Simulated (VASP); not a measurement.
These are PBE GGA, VASP's PBE PAW potentials (set 64) (plane waves; VASP 6.6.1) values and carry that method's errors.

VASP input:

**INCAR**
```
LMAXMIX  =  4   # l cut-off of mixed one-centre charges
ENCUT  =  480   # plane-wave cut-off (eV)
NSW  =  40
EDIFFG  =  -0.01
LASPH  =  .TRUE.
ALGO  =  Normal   # blocked Davidson
ISMEAR  =  1
PSTRESS  =  150
SIGMA  =  0.1   # width (eV)
LREAL  =  .FALSE.   # projection in real space or not
EDIFF  =  1E-7   # SCF stop (eV)
LCHARG  =  .FALSE.
LWAVE  =  .FALSE.
SYSTEM  =  CuZn
ISIF  =  3
GGA  =  PE
IBRION  =  2
PREC  =  Accurate
NELM  =  100
```

File POSCAR:
```
CuZn
1
    2.8695447275    -0.0000000000    -0.0000000000
   -0.0000000000     2.8695447275    -0.0000000000
    0.0000000000     0.0000000000     2.8695447275
Zn Cu
1 1
Direct
  0.5000000000   0.5000000000   0.5000000000
  0.0000000000   0.0000000000   0.0000000000
```

KPOINTS:
```
Automatic mesh
0
Gamma
12 12 12
```

POTCAR, in this order: Zn Cu (PBE.64 set). Program: vasp_std.

What VASP printed:

File OSZICAR:
```
       N       E                     dE             d eps       ncg     rms          rms(c)
DAV:   1     0.108232015615E+03    0.10823E+03   -0.11107E+04  2624   0.246E+03
DAV:   2    -0.307232787048E+01   -0.11130E+03   -0.10841E+03  2541   0.324E+02
DAV:   3    -0.603280396815E+01   -0.29605E+01   -0.29550E+01  3081   0.714E+01
DAV:   4    -0.605142222147E+01   -0.18618E-01   -0.18617E-01  3052   0.498E+00
DAV:   5    -0.605165464411E+01   -0.23242E-03   -0.23242E-03  3250   0.587E-01    0.102E+01
DAV:   6    -0.576072903507E+01    0.29093E+00   -0.16550E+01  2765   0.111E+02    0.574E+00
DAV:   7    -0.491113269300E+01    0.84960E+00   -0.37741E+00  2750   0.109E+02    0.265E+00
DAV:   8    -0.491048541392E+01    0.64728E-03   -0.16889E-01  3031   0.546E+00    0.143E+00
DAV:   9    -0.490016956768E+01    0.10316E-01   -0.17638E-02  3220   0.353E+00    0.798E-02
DAV:  10    -0.490017931255E+01   -0.97449E-05   -0.65155E-04  3859   0.373E-01    0.382E-02
DAV:  11    -0.490017853287E+01    0.77968E-06   -0.34149E-05  3258   0.203E-01    0.857E-03
DAV:  12    -0.490017727695E+01    0.12559E-05   -0.39620E-06  3362   0.551E-02    0.303E-03
DAV:  13    -0.490017680915E+01    0.46780E-06   -0.51130E-07  2948   0.206E-02    0.906E-04
DAV:  14    -0.490017685838E+01   -0.49230E-07   -0.23405E-08  1624   0.463E-03
   1 F= -.26880009E+01 E0= -.26879904E+01  d E =-.268800E+01
       N       E                     dE             d eps       ncg     rms          rms(c)
DAV:   1    -0.489769537602E+01    0.24814E-02   -0.13726E-02  2534   0.289E+00    0.250E-01
DAV:   2    -0.489701990411E+01    0.67547E-03   -0.76120E-03  2542   0.236E+00    0.112E-01
DAV:   3    -0.489672513077E+01    0.29477E-03   -0.18805E-03  2608   0.146E+00    0.666E-02
DAV:   4    -0.489668125764E+01    0.43873E-04   -0.10606E-04  3487   0.317E-01    0.262E-02
DAV:   5    -0.489666878740E+01    0.12470E-04   -0.96846E-06  4130   0.569E-02    0.166E-03
DAV:   6    -0.489666864765E+01    0.13975E-06   -0.51984E-07  2826   0.143E-02    0.748E-04
DAV:   7    -0.489666838804E+01    0.25961E-06   -0.22291E-08  1358   0.289E-03    0.881E-05
DAV:   8    -0.489666837882E+01    0.92195E-08   -0.10540E-08  1295   0.206E-03
   2 F= -.26880044E+01 E0= -.26879947E+01  d E =-.352722E-05
       N       E                     dE             d eps       ncg     rms          rms(c)
DAV:   1    -0.489836016411E+01   -0.16918E-02   -0.24962E-03  2520   0.124E+00    0.106E-01
DAV:   2    -0.489823595369E+01    0.12421E-03   -0.13721E-03  2542   0.100E+00    0.475E-02
DAV:   3    -0.489818316275E+01    0.52791E-04   -0.34004E-04  2601   0.616E-01    0.286E-02
DAV:   4    -0.489817441199E+01    0.87508E-05   -0.19298E-05  3487   0.136E-01    0.112E-02
DAV:   5    -0.489817167177E+01    0.27402E-05   -0.17747E-06  4037   0.244E-02    0.717E-04
DAV:   6    -0.489817173409E+01   -0.62322E-07   -0.81421E-08  1372   0.634E-03
   3 F= -.26880112E+01 E0= -.26880012E+01  d E =-.103641E-04
```

**OUTCAR**
```
------------------------ aborting loop because EDIFF is reached ----------------------------------------
  FORCE on cell =-STRESS in cart. coord.  units (eV):
  Direction    XX          YY          ZZ          XY          YZ          ZX
  --------------------------------------------------------------------------------------
  Total        2.2149330      2.2149330      2.2149330      0.0000000      0.0000000      0.0000000
  in kB      150.3239006    150.3239006    150.3239006      0.0000000      0.0000000      0.0000000
  external PRESSURE =       0.3239006 kB  Pullay stress =     150.0000000 kB
  volume of cell :       23.61
      direct lattice vectors                 reciprocal lattice vectors
     2.868672993  0.000000000 -0.000000000     0.348593235  0.000000000  0.000000000
    -0.000000000  2.868672993 -0.000000000     0.000000000  0.348593235  0.000000000
    -0.000000000 -0.000000000  2.868672993     0.000000000  0.000000000  0.348593235
 POSITION                                       TOTAL-FORCE (eV/Angst)
 -----------------------------------------------------------------------------------
      1.43434      1.43434      1.43434        -0.000000     -0.000000      0.000000
      0.00000      0.00000      0.00000         0.000000      0.000000      0.000000
 -----------------------------------------------------------------------------------
    total drift:                                0.000000      0.000000     -0.000000
  FREE ENERGIE OF THE ION-ELECTRON SYSTEM (eV)
  ---------------------------------------------------
  free  energy   TOTEN  =        -4.8981717341 eV

  energy  without entropy=       -4.8981416422  energy(sigma->0) =       -4.89816170
  enthalpy is  TOTEN    =        -2.6880112442 eV   P V=        2.2101604899

 reached required accuracy - stopping structural energy minimisation
```
(Selected blocks of OUTCAR.)

### CONTCAR
```
CuZn
   1.00000000000000
     2.8686729928611303    0.0000000000000000   -0.0000000000000000
    -0.0000000000000000    2.8686729928611299   -0.0000000000000000
    -0.0000000000000000   -0.0000000000000000    2.8686729928611299
  Zn              Cu
     1     1
Direct
     0.5000000000000000    0.5000000000000000    0.5000000000000000
     0.0000000000000000    0.0000000000000000    0.0000000000000000
```

The compound is CuZn in the CsCl type structure. This run relaxes it under an external pressure of 15 GPa. Symmetry was kept, so distortions that lower it aren't found. The electron count is odd and the run is not spin-polarised, which forces a metal.
